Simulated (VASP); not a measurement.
These are PBE GGA, VASP's PBE PAW potentials (set 64) (plane waves; VASP) values and carry that method's errors.

VASP input:

**POSCAR**
```
AlV2C
1
    2.8916430000     0.0000000000     0.0000000000
   -1.4458210000     2.5042360000     0.0000000000
    0.0000000000     0.0000000000    13.1231670000
Al V C
2 4 2
Direct
  0.3333330000   0.6666670000   0.2500000000
  0.6666670000   0.3333330000   0.7500000000
  0.3333330000   0.6666670000   0.5863800000
  0.6666670000   0.3333330000   0.4136200000
  0.6666670000   0.3333330000   0.0863800000
  0.3333330000   0.6666670000   0.9136200000
  0.0000000000   0.0000000000   0.0000000000
  0.0000000000   0.0000000000   0.5000000000
```

**KPOINTS**
```
kpoints
0
G
11 11 2
```

### INCAR
```
SYSTEM = AlV2C
PREC = Accurate; ENCUT = 400; LREAL = .FALSE.
LASPH = .TRUE.
EDIFF = 1E-8; NELM = 100; ALGO = Normal
LMAXMIX = 4
ISMEAR = 0; SIGMA = 0.2
GGA = PE
IBRION = 8; NSW = 1; ISIF = 2
LWAVE = .FALSE.; LCHARG = .FALSE.
LEPSILON = .FALSE.
```

POTCAR, in this order: Al V_sv C (PBE.64 set). Program: vasp_std.

The resulting files:

**OSZICAR**
```
...
RMM:  15    -0.957341855783E+00    0.38865E-06   -0.19101E-06 22920   0.464E-04    0.318E-05
RMM:  16    -0.957341759767E+00    0.96016E-07   -0.12015E-06 23812   0.413E-04    0.134E-05
RMM:  17    -0.957341677231E+00    0.82536E-07   -0.10917E-06 24118   0.385E-04    0.649E-06
RMM:  18    -0.957341652223E+00    0.25008E-07   -0.72753E-07 24141   0.370E-04    0.413E-06
RMM:  19    -0.957341647369E+00    0.48540E-08   -0.58053E-07 24481   0.356E-04    0.238E-06
RMM:  20    -0.957341640002E+00    0.73672E-08   -0.43584E-07 24589   0.348E-04    0.216E-06
RMM:  21    -0.957341630483E+00    0.95185E-08   -0.37969E-07 24688   0.343E-04    0.203E-06
RMM:  22    -0.957341624766E+00    0.57173E-08   -0.31525E-07 24852   0.339E-04    0.105E-06
RMM:  23    -0.957341628109E+00   -0.33426E-08   -0.24387E-07 24825   0.336E-04    0.147E-06
RMM:  24    -0.957341624779E+00    0.33301E-08   -0.24125E-07 24854   0.335E-04    0.112E-06
RMM:  25    -0.957341624797E+00   -0.18305E-10   -0.19478E-07 24903   0.333E-04    0.122E-06
RMM:  26    -0.957341621984E+00    0.28133E-08   -0.18752E-07 25025   0.332E-04    0.104E-06
RMM:  27    -0.957341624869E+00   -0.28849E-08   -0.18994E-07 25032   0.332E-04    0.129E-06
RMM:  28    -0.957341621782E+00    0.30867E-08   -0.15665E-07 25151   0.331E-04    0.131E-06
RMM:  29    -0.957341623432E+00   -0.16501E-08   -0.14975E-07 25448   0.331E-04    0.138E-06
RMM:  30    -0.957341620865E+00    0.25666E-08   -0.12532E-07 25489   0.331E-04    0.140E-06
 Linear response progress:
  Degree of freedom:   4/  6
       N       E                     dE             d eps       ncg     rms          rms(c)
RMM:   1    -0.126584249508E+01   -0.12658E+01   -0.18732E+01  2506   0.663E+01
RMM:   2    -0.113846813155E+01    0.12737E+00   -0.31648E-01  3486   0.408E+00    0.409E-01
RMM:   3    -0.114517303147E+01   -0.67049E-02   -0.35870E-02  3989   0.112E+00    0.477E-01
RMM:   4    -0.114324420811E+01    0.19288E-02   -0.62635E-03  3384   0.412E-01    0.256E-01
RMM:   5    -0.114329061438E+01   -0.46406E-04   -0.87623E-03  3980   0.394E-01    0.392E-01
RMM:   6    -0.114130215221E+01    0.19885E-02   -0.32194E-03  3857   0.278E-01    0.760E-02
RMM:   7    -0.114113861586E+01    0.16354E-03   -0.11081E-03  4261   0.106E-01    0.446E-02
RMM:   8    -0.114098492354E+01    0.15369E-03   -0.25911E-04  3860   0.646E-02    0.482E-02
RMM:   9    -0.114082872194E+01    0.15620E-03   -0.63864E-05  3769   0.406E-02    0.132E-02
RMM:  10    -0.114087907433E+01   -0.50352E-04   -0.12653E-04  4070   0.224E-02    0.715E-03
RMM:  11    -0.114087768510E+01    0.13892E-05   -0.13888E-04  4104   0.938E-03    0.272E-03
RMM:  12    -0.114087142393E+01    0.62612E-05   -0.44616E-05  4714   0.378E-03    0.875E-04
RMM:  13    -0.114086953273E+01    0.18912E-05   -0.16849E-05  4375   0.189E-03    0.537E-04
RMM:  14    -0.114087239667E+01   -0.28639E-05   -0.15996E-05  4338   0.108E-03    0.199E-04
RMM:  15    -0.114087310188E+01   -0.70521E-06   -0.18122E-05  4812   0.677E-04    0.149E-04
RMM:  16    -0.114087250488E+01    0.59700E-06   -0.94484E-06  4427   0.498E-04    0.456E-05
RMM:  17    -0.114087165818E+01    0.84669E-06   -0.40900E-06  4906   0.403E-04    0.323E-05
RMM:  18    -0.114087182267E+01   -0.16449E-06   -0.48672E-06  4658   0.355E-04    0.209E-05
RMM:  19    -0.114087156151E+01    0.26116E-06   -0.29337E-06  4937   0.330E-04    0.177E-05
RMM:  20    -0.114087146652E+01    0.94989E-07   -0.19312E-06  4916   0.318E-04    0.112E-05
RMM:  21    -0.114087138586E+01    0.80666E-07   -0.10610E-06  5199   0.308E-04    0.590E-06
RMM:  22    -0.114087135403E+01    0.31823E-07   -0.63601E-07  5355   0.301E-04    0.196E-06
RMM:  23    -0.114087130588E+01    0.48155E-07   -0.16355E-07  5500   0.294E-04    0.410E-06
RMM:  24    -0.114087129169E+01    0.14184E-07    0.10548E-07  5379   0.292E-04    0.657E-07
RMM:  25    -0.114087125863E+01    0.33066E-07    0.32269E-07  5565   0.289E-04    0.138E-06
RMM:  26    -0.114087126897E+01   -0.10345E-07    0.30636E-07  5291   0.287E-04    0.380E-06
RMM:  27    -0.114087125358E+01    0.15389E-07    0.39288E-07  5502   0.287E-04    0.302E-06
RMM:  28    -0.114087124864E+01    0.49444E-08    0.48431E-07  5518   0.286E-04    0.337E-06
RMM:  29    -0.114087124309E+01    0.55517E-08    0.51191E-07  5321   0.285E-04    0.458E-06
RMM:  30    -0.114087124874E+01   -0.56535E-08    0.48993E-07  5309   0.285E-04    0.573E-06
RMM:  31    -0.114087124632E+01    0.24233E-08    0.49283E-07  5401   0.285E-04    0.563E-06
RMM:  32    -0.114087125086E+01   -0.45456E-08    0.45511E-07  5359   0.285E-04    0.635E-06
RMM:  33    -0.114087125407E+01   -0.32031E-08    0.43824E-07  5390   0.285E-04    0.672E-06
 Linear response progress:
  Degree of freedom:   5/  6
       N       E                     dE             d eps       ncg     rms          rms(c)
RMM:   1    -0.127687141225E+00   -0.12769E+00    0.44912E-03 10761   0.190E+00
RMM:   2    -0.116507861713E+00    0.11179E-01   -0.18273E-02  8537   0.534E-01    0.295E-01
RMM:   3    -0.117136939681E+00   -0.62908E-03   -0.23480E-03  9218   0.188E-01    0.157E-01
RMM:   4    -0.118353983610E+00   -0.12170E-02   -0.10918E-03  9511   0.135E-01    0.268E-02
RMM:   5    -0.118354960854E+00   -0.97724E-06   -0.12120E-04  8977   0.411E-02    0.298E-02
RMM:   6    -0.118311079765E+00    0.43881E-04   -0.20730E-05  8602   0.232E-02    0.878E-03
RMM:   7    -0.118270381442E+00    0.40698E-04   -0.10449E-05 10830   0.112E-02    0.245E-03
RMM:   8    -0.118283006803E+00   -0.12625E-04   -0.89228E-07  9494   0.370E-03    0.123E-03
RMM:   9    -0.118282844826E+00    0.16198E-06   -0.13309E-07 11159   0.149E-03    0.318E-04
RMM:  10    -0.118283442129E+00   -0.59730E-06   -0.30492E-08 10311   0.512E-04    0.205E-04
RMM:  11    -0.118285126561E+00   -0.16844E-05   -0.48411E-09 10103   0.381E-04    0.896E-05
RMM:  12    -0.118285124223E+00    0.23384E-08    0.40662E-09 10100   0.236E-04    0.429E-05
 Linear response progress:
  Degree of freedom:   6/  6
       N       E                     dE             d eps       ncg     rms          rms(c)
RMM:   1    -0.150292565439E+00   -0.15029E+00    0.81652E-02  5864   0.196E+00
RMM:   2    -0.141672720890E+00    0.86198E-02   -0.25823E-02  3740   0.649E-01    0.586E-01
RMM:   3    -0.149541898626E+00   -0.78692E-02   -0.49603E-02  4464   0.880E-01    0.109E+00
RMM:   4    -0.141110331187E+00    0.84316E-02   -0.23539E-02  3908   0.572E-01    0.383E-01
RMM:   5    -0.142487552771E+00   -0.13772E-02   -0.13126E-02  4007   0.372E-01    0.198E-01
RMM:   6    -0.142132136735E+00    0.35542E-03   -0.13955E-03  3599   0.148E-01    0.142E-01
RMM:   7    -0.142015873025E+00    0.11626E-03   -0.31261E-04  3577   0.792E-02    0.676E-02
RMM:   8    -0.141981111878E+00    0.34761E-04   -0.16207E-04  3805   0.402E-02    0.323E-02
RMM:   9    -0.141972204901E+00    0.89070E-05   -0.39731E-05  4069   0.172E-02    0.195E-02
RMM:  10    -0.141930684347E+00    0.41521E-04   -0.15902E-05  3942   0.153E-02    0.783E-03
RMM:  11    -0.141907156581E+00    0.23528E-04   -0.65373E-06  3831   0.101E-02    0.199E-03
RMM:  12    -0.141910333507E+00   -0.31769E-05   -0.14939E-06  4565   0.358E-03    0.160E-03
RMM:  13    -0.141912090890E+00   -0.17574E-05   -0.12607E-07  4523   0.113E-03    0.165E-03
RMM:  14    -0.141913206455E+00   -0.11156E-05   -0.13747E-07  3723   0.104E-03    0.703E-04
RMM:  15    -0.141914201417E+00   -0.99496E-06   -0.76662E-08  4070   0.622E-04    0.104E-04
RMM:  16    -0.141914292068E+00   -0.90650E-07    0.92724E-08  4605   0.248E-04    0.246E-05
RMM:  17    -0.141914276516E+00    0.15552E-07   -0.17379E-08  4425   0.147E-04    0.249E-05
RMM:  18    -0.141914233692E+00    0.42824E-07   -0.39643E-08  4713   0.120E-04    0.108E-05
RMM:  19    -0.141914224758E+00    0.89347E-08   -0.17138E-08  4561   0.112E-04    0.531E-06
 Linear response finished
```

File OUTCAR:
```
------------------------ aborting loop because EDIFF is reached ----------------------------------------

   1 f  =   20.768974 THz   130.495312 2PiTHz  692.778400 cm-1    85.893536 meV
             X         Y         Z           dx          dy          dz
     -0.000001  1.669492  3.280792    -0.000000   -0.000000    0.000000
      1.445823  0.834744  9.842375    -0.000000   -0.000000    0.000000
     -0.000001  1.669492  7.695163    -0.140175   -0.079820   -0.000000
      1.445823  0.834744  5.428004    -0.140175   -0.079820   -0.000000
      1.445823  0.834744  1.133579     0.140175    0.079820   -0.000000
     -0.000001  1.669492 11.989588     0.140175    0.079820    0.000000
      0.000000  0.000000  0.000000    -0.581612   -0.331189    0.000000
      0.000000  0.000000  6.561584     0.581612    0.331189    0.000000

   2 f  =   20.768969 THz   130.495282 2PiTHz  692.778239 cm-1    85.893516 meV
             X         Y         Z           dx          dy          dz
     -0.000001  1.669492  3.280792    -0.000000    0.000000    0.000000
      1.445823  0.834744  9.842375    -0.000000    0.000000    0.000000
     -0.000001  1.669492  7.695163    -0.079820    0.140175   -0.000000
      1.445823  0.834744  5.428004    -0.079820    0.140175   -0.000000
      1.445823  0.834744  1.133579     0.079820   -0.140175   -0.000000
     -0.000001  1.669492 11.989588     0.079820   -0.140175   -0.000000
      0.000000  0.000000  0.000000    -0.331189    0.581612   -0.000000
      0.000000  0.000000  6.561584     0.331189   -0.581612   -0.000000

   3 f  =   20.749429 THz   130.372509 2PiTHz  692.126458 cm-1    85.812705 meV
             X         Y         Z           dx          dy          dz
     -0.000001  1.669492  3.280792    -0.004137   -0.002356    0.000000
      1.445823  0.834744  9.842375    -0.004137   -0.002356   -0.000000
     -0.000001  1.669492  7.695163    -0.139722   -0.079562    0.000000
      1.445823  0.834744  5.428004    -0.139722   -0.079562   -0.000000
      1.445823  0.834744  1.133579    -0.139722   -0.079562    0.000000
     -0.000001  1.669492 11.989588    -0.139722   -0.079562   -0.000000
      0.000000  0.000000  0.000000     0.581816    0.331305    0.000000
      0.000000  0.000000  6.561584     0.581816    0.331305    0.000000

   4 f  =   20.749424 THz   130.372479 2PiTHz  692.126298 cm-1    85.812686 meV
             X         Y         Z           dx          dy          dz
     -0.000001  1.669492  3.280792    -0.002356    0.004137    0.000000
      1.445823  0.834744  9.842375    -0.002356    0.004137    0.000000
     -0.000001  1.669492  7.695163    -0.079562    0.139722    0.000000
      1.445823  0.834744  5.428004    -0.079562    0.139722   -0.000000
      1.445823  0.834744  1.133579    -0.079562    0.139722    0.000000
     -0.000001  1.669492 11.989588    -0.079562    0.139722   -0.000000
      0.000000  0.000000  0.000000     0.331305   -0.581816   -0.000000
      0.000000  0.000000  6.561584     0.331305   -0.581816   -0.000000

   5 f  =   19.796535 THz   124.385300 2PiTHz  660.341340 cm-1    81.871855 meV
             X         Y         Z           dx          dy          dz
     -0.000001  1.669492  3.280792    -0.000000    0.000000    0.000000
      1.445823  0.834744  9.842375    -0.000000    0.000000    0.000000
     -0.000001  1.669492  7.695163    -0.000000    0.000000   -0.159222
      1.445823  0.834744  5.428004    -0.000000    0.000000   -0.159222
      1.445823  0.834744  1.133579     0.000000   -0.000000    0.159222
     -0.000001  1.669492 11.989588     0.000000   -0.000000    0.159222
      0.000000  0.000000  0.000000    -0.000000   -0.000000   -0.670296
      0.000000  0.000000  6.561584     0.000000    0.000000    0.670296

   6 f  =   19.791509 THz   124.353720 2PiTHz  660.173684 cm-1    81.851068 meV
             X         Y         Z           dx          dy          dz
     -0.000001  1.669492  3.280792    -0.000000   -0.000000    0.009533
      1.445823  0.834744  9.842375    -0.000000   -0.000000    0.009533
     -0.000001  1.669492  7.695163    -0.000000   -0.000000    0.159242
      1.445823  0.834744  5.428004    -0.000000   -0.000000    0.159242
      1.445823  0.834744  1.133579     0.000000   -0.000000    0.159242
     -0.000001  1.669492 11.989588     0.000000   -0.000000    0.159242
      0.000000  0.000000  0.000000    -0.000000   -0.000000   -0.670219
      0.000000  0.000000  6.561584     0.000000    0.000000   -0.670219

   7 f  =   11.740868 THz    73.770052 2PiTHz  391.633213 cm-1    48.556308 meV
             X         Y         Z           dx          dy          dz
     -0.000001  1.669492  3.280792    -0.000000   -0.000000   -0.434868
      1.445823  0.834744  9.842375     0.000000   -0.000000    0.434868
     -0.000001  1.669492  7.695163     0.000000    0.000000   -0.394265
      1.445823  0.834744  5.428004     0.000000   -0.000000    0.394265
      1.445823  0.834744  1.133579     0.000000   -0.000000    0.394265
     -0.000001  1.669492 11.989588    -0.000000    0.000000   -0.394265
      0.000000  0.000000  0.000000     0.000000   -0.000000   -0.000000
      0.000000  0.000000  6.561584     0.000000    0.000000    0.000000

   8 f  =   10.775172 THz    67.702404 2PiTHz  359.421061 cm-1    44.562512 meV
             X         Y         Z           dx          dy          dz
     -0.000001  1.669492  3.280792     0.000000    0.000000   -0.000000
      1.445823  0.834744  9.842375     0.000000    0.000000   -0.000000
     -0.000001  1.669492  7.695163    -0.000000    0.000000   -0.500000
      1.445823  0.834744  5.428004     0.000000    0.000000    0.500000
      1.445823  0.834744  1.133579     0.000000   -0.000000   -0.500000
     -0.000001  1.669492 11.989588    -0.000000   -0.000000    0.500000
      0.000000  0.000000  0.000000    -0.000000   -0.000000    0.000000
      0.000000  0.000000  6.561584    -0.000000    0.000000    0.000000

   9 f  =   10.695212 THz    67.200001 2PiTHz  356.753884 cm-1    44.231824 meV
             X         Y         Z           dx          dy          dz
     -0.000001  1.669492  3.280792     0.000000    0.000000   -0.635751
      1.445823  0.834744  9.842375     0.000000    0.000000   -0.635751
     -0.000001  1.669492  7.695163    -0.000000    0.000000    0.209335
      1.445823  0.834744  5.428004    -0.000000    0.000000    0.209335
      1.445823  0.834744  1.133579    -0.000000   -0.000000    0.209335
     -0.000001  1.669492 11.989588     0.000000   -0.000000    0.209335
      0.000000  0.000000  0.000000     0.000000    0.000000    0.090432
      0.000000  0.000000  6.561584     0.000000   -0.000000    0.090432

  10 f  =    7.811515 THz    49.081193 2PiTHz  260.564077 cm-1    32.305814 meV
             X         Y         Z           dx          dy          dz
     -0.000001  1.669492  3.280792     0.000000    0.000000    0.557575
      1.445823  0.834744  9.842375    -0.000000    0.000000   -0.557575
     -0.000001  1.669492  7.695163    -0.000000   -0.000000   -0.307498
      1.445823  0.834744  5.428004     0.000000    0.000000    0.307498
      1.445823  0.834744  1.133579    -0.000000    0.000000    0.307498
     -0.000001  1.669492 11.989588     0.000000   -0.000000   -0.307498
      0.000000  0.000000  0.000000    -0.000000   -0.000000   -0.000000
...
```
(Selected blocks of OUTCAR.)

The structure comes from a computed database's AlV2C entry; how it stands against other phases isn't given here. The cell was not relaxed at this level. The run is one of a series of settings (EDIFF = 1E-8, IBRION = 8, LEPSILON = .FALSE., NSW = 1 against the base run), some of them coarse on purpose. The run is not spin-polarised, so no magnetic state was tried.
